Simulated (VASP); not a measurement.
NiMoIrPdW: electric field gradients with PBE

NiMoIrPdW:

```
Ni Mo Pd Ir W
1.0
     2.76078    0.00000    0.00000
    -1.38039    2.39090    0.00000
     0.00000    0.00000   11.34051
Ni Mo Pd Ir W
1 1 1 1 1
Direct
  0.00000 0.00000 0.70917
  0.66667 0.33333 0.29425
  0.66667 0.33333 0.89901
  0.00000 0.00000 0.10604
  0.66667 0.33333 0.52921
```

The cell was built by a generator and needn't be a form met in nature.

```yaml
Program: VASP 6.6.1
Task: electric field gradients
Functional: PBE
Potentials_or_basis: VASP PAW PBE potentials, release 64 (Ni, Mo_sv, Pd, Ir, W_sv)
Cutoff: 520 eV
k_mesh: 11 × 11 × 3
Occupations: fermi-dirac, width 0.05 eV
Spin: collinear spin, ferromagnetic start
Starting_moments: "[1.0, 1.0, 0.0, 0.6, 0.0] μB"
Further_INCAR_settings: ALGO = Normal; EDIFF = 1e-08
```

* Pressure: 0.2 GPa
* Largest force: 0.296 eV/Å
* Band gap on the k mesh: none (metal or under the smearing width)
* Net moment: 0.00 μB per cell
* Valence electrons inside the program's atomic spheres: Ni 9.21; Mo 12.56; Pd 9.46; Ir 8.30; W 12.09

Forces on the atoms (eV/Å):
```
Ni   0.000  0.000  0.037
Mo   0.000  0.000  0.296
Pd   0.000  0.000  0.006
Ir   0.000  0.000 -0.247
W    0.000  0.000 -0.092
```

Levels at points of the mesh, in eV from the Fermi level:
Spin up:
```csv
k point,band 26,band 27,band 28,band 29,band 30,band 31
"(0.00, 0.00, 0.00)",-1.42,-0.94,-0.87,-0.87,-0.09,-0.09
```
Spin down:
| k point | band 25 | band 26 | band 27 | band 28 | band 29 | band 30 | band 31 | band 32 |
| --- | --- | --- | --- | --- | --- | --- | --- | --- |
| (0.00, 0.00, 0.00) | -1.42 | -1.42 | -0.94 | -0.87 | -0.87 | -0.09 | -0.09 | 0.12 |

Electric field gradients, principal values (V/Å²):
```
atom      Vxx      Vyy      Vzz
1 Ni  -11.669  -11.678   23.347
2 Mo   20.908   20.969  -41.877
3 Pd   -7.291   -7.303   14.594
4 Ir    3.208    3.225   -6.433
 5 W  -53.899  -54.047  107.945
```

Run time: 3.4 min on 4 MPI ranks on Intel(R) Xeon(R) 6975P-C (Granite Rapids), with other jobs on the host, peak memory 0.62 GiB a rank.

Spin-orbit coupling is left out, which matters for the levels of Ir, W.
